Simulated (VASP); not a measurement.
These are PBE GGA, VASP's PBE PAW potentials (set 64) (plane waves; VASP) values and carry that method's errors.

VASP ran on this input.

**INCAR**
```
GGA = PE
PREC = Accurate
NELM = 100
NSW = 60   ! most ionic steps
SIGMA = 0.1   ! width (eV)
ENCUT = 400
LWAVE = .FALSE.
IBRION = 2   ! conjugate gradients
LCHARG = .FALSE.
EDIFFG = -0.02
ISIF = 3
EDIFF = 1E-6   ! SCF stop (eV)
ALGO = Normal   ! blocked Davidson
LASPH = .TRUE.   ! aspherical one-centre terms
SYSTEM = Nb3Sn
ISMEAR = 1
LMAXMIX = 4   ! l cut-off of mixed one-centre charges
LREAL = .FALSE.   ! projection in real space or not
```

File KPOINTS:
```
K-points
0
G
 5 5 5
0 0 0
```

POSCAR:
```
Nb3Sn
1.0
  5.3088924691   0.0000000000   0.0000000000
  0.0000000000   5.3088924691   0.0000000000
  0.0000000000   0.0000000000   5.3088924691
Nb Sn
6 2
Direct
  0.2500000000   0.0000000000   0.5000000000
  0.5000000000   0.2500000000   0.0000000000
  0.5000000000   0.7500000000   0.0000000000
  0.7500000000   0.0000000000   0.5000000000
  0.0000000000   0.5000000000   0.7500000000
  0.0000000000   0.5000000000   0.2500000000
  0.5000000000   0.5000000000   0.5000000000
  0.0000000000   0.0000000000   0.0000000000
```

POTCAR, in this order: Nb_sv Sn_d (PBE.64 set). Program: vasp_std.

Unless said otherwise, spin-orbit coupling is left out, though it shifts the bands of the heavy elements here.

### Question
What does the run give for the energy per atom (σ→0), volume per atom, band gap (on the k-mesh)?

### Answer

```
Property                                                    Result
------------------------  ----------------------------------------
energy per atom (σ→0)                       -848.0 kJ/mol of atoms
band gap (on the k-mesh)  none (metal, semimetal or under 0.01 eV)
volume per atom                                     18.74 Å^3/atom
```

### OSZICAR
```
...
DAV:   4    -0.703147018863E+02    0.93478E-04   -0.28318E-03  1736   0.241E-01    0.765E-02
DAV:   5    -0.703148230808E+02   -0.12119E-03   -0.33160E-04  2088   0.795E-02    0.725E-02
DAV:   6    -0.703148626984E+02   -0.39618E-04   -0.49873E-05  1816   0.291E-02    0.470E-02
DAV:   7    -0.703149138309E+02   -0.51132E-04   -0.99280E-05  1864   0.367E-02    0.955E-03
DAV:   8    -0.703149087304E+02    0.51005E-05   -0.95172E-06  1424   0.150E-02    0.523E-03
DAV:   9    -0.703149097426E+02   -0.10122E-05   -0.39122E-07   840   0.434E-03    0.231E-03
DAV:  10    -0.703149101474E+02   -0.40481E-06   -0.17293E-07   840   0.271E-03
   3 F= -.70314910E+02 E0= -.70308323E+02  d E =-.295009E-03
```

The compound is Nb3Sn in the A15 structure. This run relaxes it. Symmetry was kept, so distortions that lower it aren't found. The start is the result of an earlier pass.
